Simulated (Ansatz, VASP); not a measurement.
# CdS (Hawleyite): VASP beside Ansatz

Wanted: the spread between two codes on one cell, functional and k mesh. The cell is taken from a series of runs on this material, whose earlier steps may have relaxed, scaled, displaced or heated it; both programs get it as it stands.

Program: Ansatz 0.2.0. Level of theory: plane waves, with VASP 6.6.1 beside it; zone-centre phonons at LDA. Results are calculated unless marked as measured.

**1. Starting point**

Symmetry: F-43m, No. 216, cubic system. Conventional cell: a = 5.764 Å, b = 5.764 Å, c = 5.764 Å, α = 90.00°, β = 90.00°, γ = 90.00°. Nearest to Cd lie 4 S at 2.50 Å. S has 4 Cd at 2.50 Å nearest. Farther neighbours and most contacts between anions are not listed.

As a file:

```
Cd S
1.0
    -2.88201    0.00000    2.88201
     0.00000    2.88201    2.88201
    -2.88201    2.88201    0.00000
Cd S
1 1
Cartesian
  0.0000 0.0000 0.0000
  -1.4410 1.4410 1.4410
```

**2. VASP: zone-centre phonons, LDA**

Second derivatives magnify differences that forces hide, and they need a tight electronic threshold.

Lines of VASP's logs that name or quote its potential files are left out, and so is its time.

INCAR

```
SYSTEM = CdS
PREC = Accurate
ENCUT = 500
EDIFF = 1E-08
NELM = 120
ISMEAR = 0
SIGMA = 0.01
LREAL = .FALSE.
ALGO = Normal
GGA = PW92
NBANDS = 15
LORBIT = 11
LWAVE = .FALSE.
LCHARG = .FALSE.
ISIF = 2
IBRION = 8
LEPSILON = .TRUE.
LASPH = .TRUE.
GGA_COMPAT = .FALSE.
EFERMI = MIDGAP
KPAR = 2
```

POSCAR

```
CdS
1.0
   -2.8820111860      0.0000000000      2.8820111860
    0.0000000000      2.8820111860      2.8820111860
   -2.8820111860      2.8820111860      0.0000000000
Cd S
1 1
Direct
    0.0000000000      0.0000000000      0.0000000000
    0.2500000000      0.2500000000      0.2500000000
```

KPOINTS

```
Automatic mesh
0
Gamma
8 8 8
0 0 0
```

The projector-augmented-wave data sets are Cd and S (LDA family, release 64).

On the command line:

```console
mpirun -np 2 vasp_std
```

Numbers of over 12 decimals in the logs are rounded to 6 here.

The log of the run:

```text
[banner, memory and clock lines left out]
running    2 mpi-ranks, on    1 nodes
 distrk:  each k-point on    1 cores,    2 groups
 distr:  one band on    1 cores,    1 groups

 POSCAR found type information on POSCAR CdS
 POSCAR found :  2 types and       2 ions
|                                                                             |
|               ----> ADVICE to this user running VASP <----                  |
|                                                                             |
|     You enforced a specific xc type in the INCAR file but a different       |
|     [... a line on the potential file left out ...]
|     I HOPE YOU KNOW WHAT YOU ARE DOING!                                     |
|                                                                             |

 LDA part: xc-table for (Slater(with rela. corr.)+PW92), standard interpolation
 POSCAR, INCAR and KPOINTS ok, starting setup
 FFT: planning ... GRIDC
 FFT: planning ... GRID_SOFT
 FFT: planning ... GRID
 WAVECAR not read
 entering main loop
       N       E                     dE             d eps       ncg     rms          rms(c)
DAV:   1     0.104530303767E+03    0.10453E+03   -0.88686E+03   894   0.106E+03
DAV:   2    -0.372879901221E+01   -0.10826E+03   -0.10254E+03  1080   0.263E+02
DAV:   3    -0.789264052226E+01   -0.41638E+01   -0.41566E+01  1038   0.533E+01
DAV:   4    -0.791989280543E+01   -0.27252E-01   -0.27249E-01  1094   0.431E+00
DAV:   5    -0.792025947017E+01   -0.36666E-03   -0.36666E-03  1094   0.475E-01    0.876E+00
DAV:   6    -0.743566132681E+01    0.48460E+00   -0.81127E-01  1282   0.127E+01    0.683E+00
DAV:   7    -0.740932051802E+01    0.26341E-01   -0.17188E-01  1080   0.314E+00    0.315E+00
DAV:   8    -0.740440243186E+01    0.49181E-02   -0.18858E-02   961   0.184E+00    0.263E-01
DAV:   9    -0.740393950235E+01    0.46293E-03   -0.23302E-03  1143   0.798E-01    0.502E-02
DAV:  10    -0.740392392381E+01    0.15579E-04   -0.20043E-04  1073   0.186E-01    0.547E-02
DAV:  11    -0.740393409857E+01   -0.10175E-04   -0.39110E-05  1038   0.647E-02    0.169E-02
DAV:  12    -0.740393007526E+01    0.40233E-05   -0.17453E-05  1301   0.578E-02    0.637E-03
DAV:  13    -0.740393012323E+01   -0.47967E-07   -0.11976E-06   954   0.940E-03    0.187E-03
DAV:  14    -0.740393012832E+01   -0.50889E-08   -0.34718E-08  1185   0.155E-03
   1 F= -.74039301E+01 E0= -.74039301E+01  d E =0.000000E+00
 Linear response reoptimize wavefunctions to high precision
DAV:   1    -0.740393012857E+01   -0.25784E-09   -0.32616E-09   875   0.694E-04
DAV:   2    -0.740393012865E+01   -0.75488E-10   -0.60299E-10   596   0.224E-04
 Linear response G [H, r] |phi>, progress :
  Direction:   1
       N       E                     dE             d eps       ncg     rms
RMM:   1    -0.849901808690E+02   -0.84990E+02   -0.31677E+01  1690   0.693E+01
RMM:   2    -0.804014156506E+02    0.45888E+01   -0.65441E+00  1397   0.184E+01
RMM:   3    -0.804686163497E+02   -0.67201E-01   -0.14756E-01  1470   0.262E+00
RMM:   4    -0.804703175133E+02   -0.17012E-02   -0.26628E-03  1540   0.339E-01
RMM:   5    -0.804703832365E+02   -0.65723E-04   -0.89539E-05  1561   0.535E-02
RMM:   6    -0.804703869467E+02   -0.37102E-05   -0.31419E-05  1579   0.862E-03
RMM:   7    -0.804703870806E+02   -0.13389E-06   -0.30601E-05  1590   0.158E-03
RMM:   8    -0.804703872650E+02   -0.18445E-06   -0.44612E-05  1302   0.391E-04
RMM:   9    -0.804703877993E+02   -0.53426E-06   -0.13431E-04  1172   0.202E-04
RMM:  10    -0.804703869219E+02    0.87737E-06   -0.48202E-05  1002   0.173E-04
RMM:  11    -0.804703869091E+02    0.12824E-07   -0.78140E-05   959   0.171E-04
RMM:  12    -0.804703864069E+02    0.50222E-06   -0.32116E-05   907   0.171E-04
RMM:  13    -0.804703864103E+02   -0.34492E-08   -0.19853E-05   872   0.171E-04
 Linear response G [H, r] |phi>, progress :
  Direction:   2
       N       E                     dE             d eps       ncg     rms
RMM:   1    -0.844209303022E+02   -0.84421E+02   -0.87479E+00  1667   0.703E+01
RMM:   2    -0.790196295349E+02    0.54013E+01   -0.71812E+00  1429   0.189E+01
RMM:   3    -0.790891404013E+02   -0.69511E-01   -0.16816E-01  1484   0.268E+00
RMM:   4    -0.790909306512E+02   -0.17902E-02   -0.28426E-03  1541   0.347E-01
RMM:   5    -0.790910041080E+02   -0.73457E-04   -0.15134E-05  1572   0.544E-02
RMM:   6    -0.790910084360E+02   -0.43281E-05    0.38974E-05  1584   0.871E-03
RMM:   7    -0.790910087668E+02   -0.33078E-06    0.40207E-05  1597   0.159E-03
RMM:   8    -0.790910085299E+02    0.23688E-06    0.53772E-05  1304   0.390E-04
RMM:   9    -0.790910073091E+02    0.12209E-05    0.12131E-04  1172   0.203E-04
RMM:  10    -0.790910083578E+02   -0.10488E-05    0.59191E-05  1012   0.176E-04
RMM:  11    -0.790910072974E+02    0.10604E-05    0.97360E-05   979   0.175E-04
[...]
RMM:   5    -0.703798007273E+02   -0.27610E-04   -0.12829E-04  1540   0.602E-02
RMM:   6    -0.703798013578E+02   -0.63044E-06   -0.43213E-06  1588   0.979E-03
RMM:   7    -0.703798013615E+02   -0.37329E-08    0.27085E-08  1558   0.175E-03
 Linear response to external field (no local field effect), progress :
  Direction:   1
       N       E                     dE             d eps       ncg     rms          rms(c)
RMM:   1    -0.946501493792E+00   -0.94650E+00   -0.47903E+00  1815   0.342E+00
[...]
RMM:   7    -0.867978564193E+00   -0.13110E-03   -0.51608E-06  4805   0.109E-02    0.247E-03
RMM:   8    -0.868028177216E+00   -0.49613E-04   -0.14395E-07  4579   0.341E-03    0.112E-03
RMM:   9    -0.868028787936E+00   -0.61072E-06    0.35505E-06  5024   0.640E-04    0.537E-04
RMM:  10    -0.868031352437E+00   -0.25645E-05    0.47881E-07  4841   0.347E-04    0.659E-05
RMM:  11    -0.868031772167E+00   -0.41973E-06    0.91953E-07  3416   0.655E-05    0.244E-05
RMM:  12    -0.868031819843E+00   -0.47676E-07    0.11127E-07  2735   0.624E-05    0.777E-06
 change of polarisation eV/A/(eV/A) component  1 :     1.659    -0.340    -0.116
 dielectric tensor                  component  1 :     7.271    -1.287    -0.440
 Linear response to external field, progress :
  Direction:   2
       N       E                     dE             d eps       ncg     rms          rms(c)
RMM:   1    -0.802020347906E+00   -0.80202E+00   -0.40108E+00  5802   0.321E+00
RMM:   2    -0.887605581957E+00   -0.85585E-01   -0.14296E-02  4677   0.624E-01    0.161E+00
RMM:   3    -0.848337454073E+00    0.39268E-01   -0.30747E-02  4540   0.854E-01    0.852E-01
RMM:   4    -0.857073389743E+00   -0.87359E-02   -0.22339E-02  4692   0.757E-01    0.206E-01
RMM:   5    -0.866520353047E+00   -0.94470E-02   -0.91538E-04  4629   0.178E-01    0.464E-02
RMM:   6    -0.867845332768E+00   -0.13250E-02   -0.48708E-05  4677   0.413E-02    0.140E-02
RMM:   7    -0.867978050097E+00   -0.13272E-03   -0.48208E-06  4799   0.109E-02    0.248E-03
RMM:   8    -0.868027634765E+00   -0.49585E-04   -0.66067E-07  4576   0.343E-03    0.113E-03
RMM:   9    -0.868028221107E+00   -0.58634E-06    0.18240E-06  5021   0.643E-04    0.539E-04
RMM:  10    -0.868030799866E+00   -0.25788E-05    0.37540E-07  4850   0.347E-04    0.663E-05
RMM:  11    -0.868031214971E+00   -0.41510E-06    0.45162E-07  3386   0.646E-05    0.245E-05
RMM:  12    -0.868031261784E+00   -0.46814E-07    0.17602E-07  2719   0.616E-05    0.759E-06
 change of polarisation eV/A/(eV/A) component  2 :    -0.350     1.659     0.152
 dielectric tensor                  component  2 :    -1.322     7.271     0.573
 Linear response to external field, progress :
  Direction:   3
       N       E                     dE             d eps       ncg     rms          rms(c)
RMM:   1    -0.811274516242E+00   -0.81127E+00   -0.41034E+00  5798   0.321E+00
RMM:   2    -0.887630417899E+00   -0.76356E-01   -0.14210E-02  4674   0.623E-01    0.161E+00
RMM:   3    -0.848342852519E+00    0.39288E-01   -0.30662E-02  4539   0.854E-01    0.852E-01
RMM:   4    -0.857080121566E+00   -0.87373E-02   -0.22340E-02  4692   0.757E-01    0.206E-01
RMM:   5    -0.866521071700E+00   -0.94410E-02   -0.91995E-04  4631   0.178E-01    0.464E-02
RMM:   6    -0.867846036141E+00   -0.13250E-02   -0.49761E-05  4675   0.414E-02    0.141E-02
RMM:   7    -0.867978395407E+00   -0.13236E-03   -0.47953E-06  4794   0.110E-02    0.248E-03
RMM:   8    -0.868028011178E+00   -0.49616E-04   -0.55791E-07  4589   0.343E-03    0.113E-03
RMM:   9    -0.868028609964E+00   -0.59879E-06    0.21578E-06  4994   0.644E-04    0.539E-04
RMM:  10    -0.868031196198E+00   -0.25862E-05    0.43338E-07  4869   0.346E-04    0.663E-05
RMM:  11    -0.868031610477E+00   -0.41428E-06    0.85554E-07  3357   0.641E-05    0.244E-05
RMM:  12    -0.868031657857E+00   -0.47380E-07    0.58838E-08  2689   0.608E-05    0.744E-06
 change of polarisation eV/A/(eV/A) component  3 :    -0.235     0.266     1.659
 dielectric tensor                  component  3 :    -0.888     1.007     7.271
 Linear response DOF=           2
 Linear response progress:
  Degree of freedom:   1/  2
       N       E                     dE             d eps       ncg     rms          rms(c)
RMM:   1    -0.431510507788E+00   -0.43151E+00   -0.21283E-01  4672   0.339E+00
RMM:   2    -0.431196556599E+00    0.31395E-03   -0.21187E-03  4284   0.369E-01    0.151E-01
RMM:   3    -0.430836981505E+00    0.35958E-03   -0.32849E-05  4902   0.453E-02    0.890E-02
RMM:   4    -0.430404641225E+00    0.43234E-03   -0.22132E-05  4801   0.337E-02    0.573E-03
RMM:   5    -0.430413737414E+00   -0.90962E-05   -0.14122E-07  5093   0.271E-03    0.236E-03
RMM:   6    -0.430434996920E+00   -0.21260E-04   -0.62088E-08  4797   0.152E-03    0.258E-04
RMM:   7    -0.430435687760E+00   -0.69084E-06    0.13178E-09  5106   0.250E-04    0.919E-05
RMM:   8    -0.430435974079E+00   -0.28632E-06    0.13118E-09  4873   0.940E-05    0.426E-05
RMM:   9    -0.430435788552E+00    0.18553E-06    0.19173E-10  5172   0.401E-05    0.435E-06
RMM:  10    -0.430435799293E+00   -0.10741E-07    0.69250E-10  5205   0.144E-05    0.303E-06
RMM:  11    -0.430435772865E+00    0.26428E-07    0.31742E-09  4555   0.109E-05    0.222E-07
RMM:  12    -0.430435773756E+00   -0.89011E-09    0.41053E-09  3517   0.100E-05    0.135E-07
 first order change of Fermi-energy   0.95095E-01
 force on displaced ion       1 direction 1 :  -5.598   0.000   0.000
 Born effective charge ion    1 direction 1 :   2.160   0.000   0.000
 Linear response progress:
  Degree of freedom:   2/  2
       N       E                     dE             d eps       ncg     rms          rms(c)
RMM:   1    -0.106801448925E+00   -0.10680E+00    0.33312E-02  7031   0.187E+00
RMM:   2    -0.105393301727E+00    0.14081E-02   -0.25116E-03  4441   0.369E-01    0.180E-01
RMM:   3    -0.105640904778E+00   -0.24760E-03   -0.97241E-05  4554   0.648E-02    0.962E-02
RMM:   4    -0.105963423009E+00   -0.32252E-03   -0.51113E-05  4599   0.431E-02    0.148E-02
RMM:   5    -0.105943824652E+00    0.19598E-04   -0.15489E-06  4690   0.920E-03    0.627E-03
RMM:   6    -0.105940127437E+00    0.36972E-05    0.41544E-08  4738   0.149E-03    0.399E-03
RMM:   7    -0.105946711759E+00   -0.65843E-05   -0.16214E-07  4678   0.106E-03    0.500E-04
RMM:   8    -0.105945337979E+00    0.13738E-05   -0.81178E-09  4826   0.206E-04    0.232E-04
RMM:   9    -0.105944668244E+00    0.66973E-06    0.52593E-09  4685   0.105E-04    0.267E-05
RMM:  10    -0.105944935565E+00   -0.26732E-06   -0.32813E-09  4766   0.310E-05    0.128E-05
RMM:  11    -0.105944876503E+00    0.59062E-07    0.12181E-09  4706   0.113E-05    0.537E-06
RMM:  12    -0.105944875040E+00    0.14628E-08    0.65924E-10  3793   0.485E-06    0.240E-06
 first order change of Fermi-energy  -0.95737E-01
 force on displaced ion       2 direction 1 :  -5.580   0.000   0.000
 Born effective charge ion    2 direction 1 :  -2.191   0.000   0.000
 Born effective charges drift removed
 Linear response finished
```

From OUTCAR (step 2):

```text
ion  position               nearest neighbor table
   1  0.000  0.000  0.000-   2 2.50   2 2.50   2 2.50   2 2.50
   2  0.250  0.250  0.250-   1 2.50   1 2.50   1 2.50   1 2.50

  LATTYP: Found a face centered cubic cell.
 ALAT       =     5.7640223720

 Subroutine GETGRP returns: Found 24 space group operations
 (whereof 24 operations were pure point group operations)

The static configuration has the point symmetry T_d .

 Found     29 irreducible k-points:

   k-points           NKPTS =     29   k-points in BZ     NKDIM =     29   number of bands    NBANDS=     15

   dimension x,y,z NGX =    30 NGY =   30 NGZ =   30
   dimension x,y,z NGXF=    60 NGYF=   60 NGZF=   60

   ENCUT  =  500.0 eV  36.75 Ry    6.06 a.u.   7.43  7.43  7.43*2*pi/ulx,y,z

   NELECT =      18.0000    total number of electrons

 k-points in reciprocal lattice and weights: Automatic mesh
   0.00000000  0.00000000  0.00000000       0.002
   0.12500000  0.00000000  0.00000000       0.016
   0.25000000  0.00000000  0.00000000       0.016
   0.37500000  0.00000000  0.00000000       0.016
   0.50000000  0.00000000  0.00000000       0.008
   0.12500000  0.12500000  0.00000000       0.012
   0.25000000  0.12500000  0.00000000       0.047
   0.37500000  0.12500000  0.00000000       0.047
   0.50000000  0.12500000  0.00000000       0.047
[...]
-0.37500000  0.50000000  0.12500000       0.023
  -0.25000000  0.50000000  0.25000000       0.012

 average (electrostatic) potential at core
       1 -39.8872       2 -89.6106

  Total        0.0724591      0.0724591      0.0724591     -0.0000000     -0.0000000      0.0000000
  in kB        2.4248607      2.4248607      2.4248607     -0.0000000     -0.0000000      0.0000000
  external PRESSURE =       2.4248607 kB  Pullay stress =       0.0000000 kB

  energy-cutoff  :      500.00
  volume of cell :       47.88
      direct lattice vectors                 reciprocal lattice vectors
    -2.882011186  0.000000000  2.882011186    -0.173489958 -0.173489958  0.173489958
     0.000000000  2.882011186  2.882011186     0.173489958  0.173489958  0.173489958
    -2.882011186  2.882011186  0.000000000    -0.173489958  0.173489958 -0.173489958

 POSITION                                       TOTAL-FORCE (eV/Angst)
 -----------------------------------------------------------------------------------
      0.00000      0.00000      0.00000         0.000000     -0.000000     -0.000000
     -1.44101      1.44101      1.44101        -0.000000      0.000000      0.000000
 -----------------------------------------------------------------------------------
    total drift:                                0.000000     -0.000000     -0.000000

 MACROSCOPIC STATIC DIELECTRIC TENSOR (including local field effects in DFT)
 ------------------------------------------------------
           7.271048     0.000000    -0.000000
           0.000000     7.271048    -0.000000
           0.000000    -0.000000     7.271048
 ------------------------------------------------------

 PIEZOELECTRIC TENSOR (including local field effects)  for field in x, y, z        (C/m^2)
          XX          YY          ZZ          XY          YZ          ZX
  --------------------------------------------------------------------------------
  x     0.00000    -0.00000     0.00000     0.00000     0.64383     0.00000
  y     0.00000     0.00000     0.00000     0.00000     0.00000     0.64383
  z     0.00000    -0.00000     0.00000     0.64383     0.00000     0.00000

 BORN EFFECTIVE CHARGES (including local field effects) (in |e|, cummulative output)
 ---------------------------------------------------------------------------------
 ion    1
    1     2.17510     0.00000    -0.00000
    2    -0.00000     2.17510    -0.00000
    3    -0.00000     0.00000     2.17510
 ion    2
    1    -2.17510    -0.00000     0.00000
    2     0.00000    -2.17510     0.00000
    3     0.00000     0.00000    -2.17510

 Eigenvectors and eigenvalues of the dynamical matrix
 ----------------------------------------------------

   1 f  =    7.396069 THz    46.470874 2PiTHz  246.706316 cm-1    30.587671 meV
             X         Y         Z           dx          dy          dz
      0.000000  0.000000  0.000000    -0.471692   -0.000000   -0.000000
     -1.441006  1.441006  1.441006     0.881763    0.000000    0.000000

   2 f  =    7.396069 THz    46.470874 2PiTHz  246.706316 cm-1    30.587671 meV
             X         Y         Z           dx          dy          dz
      0.000000  0.000000  0.000000     0.000000   -0.471692   -0.000000
     -1.441006  1.441006  1.441006    -0.000000    0.881763    0.000000

   3 f  =    7.396069 THz    46.470874 2PiTHz  246.706316 cm-1    30.587671 meV
             X         Y         Z           dx          dy          dz
      0.000000  0.000000  0.000000     0.000000    0.000000   -0.471692
     -1.441006  1.441006  1.441006     0.000000    0.000000    0.881763

   4 f/i=    0.004877 THz     0.030642 2PiTHz    0.162674 cm-1     0.020169 meV
             X         Y         Z           dx          dy          dz
      0.000000  0.000000  0.000000     0.104545   -0.875544    0.000000
     -1.441006  1.441006  1.441006     0.055926   -0.468365    0.000000

   5 f/i=    0.004877 THz     0.030642 2PiTHz    0.162674 cm-1     0.020169 meV
             X         Y         Z           dx          dy          dz
      0.000000  0.000000  0.000000     0.875544    0.104545   -0.000000
     -1.441006  1.441006  1.441006     0.468365    0.055926    0.000000

   6 f/i=    0.004877 THz     0.030642 2PiTHz    0.162674 cm-1     0.020169 meV
             X         Y         Z           dx          dy          dz
      0.000000  0.000000  0.000000     0.000000    0.000000    0.881763
     -1.441006  1.441006  1.441006     0.000000    0.000000    0.471692

 MACROSCOPIC STATIC DIELECTRIC TENSOR IONIC CONTRIBUTION
 ------------------------------------------------------
           3.199397    -0.000000    -0.000000
          -0.000000     3.199397    -0.000000
          -0.000000    -0.000000     3.199397
 ------------------------------------------------------

 ELASTIC MODULI CONTR FROM IONIC RELAXATION (kBar)
 Direction    XX          YY          ZZ          XY          YZ          ZX
 --------------------------------------------------------------------------------
 XX          -0.0000      0.0000      0.0000      0.0000     -0.0000     -0.0000
 YY           0.0000     -0.0000      0.0000      0.0000      0.0000     -0.0000
 ZZ           0.0000      0.0000     -0.0000     -0.0000     -0.0000     -0.0000
 XY           0.0000      0.0000     -0.0000   -322.1724      0.0000     -0.0000
 YZ          -0.0000      0.0000     -0.0000      0.0000   -322.1724      0.0000
 ZX          -0.0000     -0.0000     -0.0000     -0.0000      0.0000   -322.1724
 --------------------------------------------------------------------------------

 PIEZOELECTRIC TENSOR IONIC CONTR  for field in x, y, z        (C/m^2)
          XX          YY          ZZ          XY          YZ          ZX
  --------------------------------------------------------------------------------
  x    -0.00000    -0.00000     0.00000     0.00000    -0.95532    -0.00000
  y     0.00000    -0.00000     0.00000     0.00000     0.00000    -0.95532
  z     0.00000     0.00000    -0.00000    -0.95532    -0.00000    -0.00000
```

With a direct gap this small, the dielectric response converges slowly with the mesh, so tensor and charges are uncertain; a mesh that holds the point of the least gap tends to give too large a tensor.

(Part 1 of 2 ends here.)

[Lines on the potential files, build, host, timing and source positions are cut from VASP's logs without a mark.]

[Logs are printed without paths, hosts, clocks, repeated set-up lines and the standing remarks that a program may print on its own settings, such as how far it seeks lower states.]

[Hosts, paths, dates, database ids (printed as entryN), source tags and the programs' standing remarks are cut or masked in the printed files.]
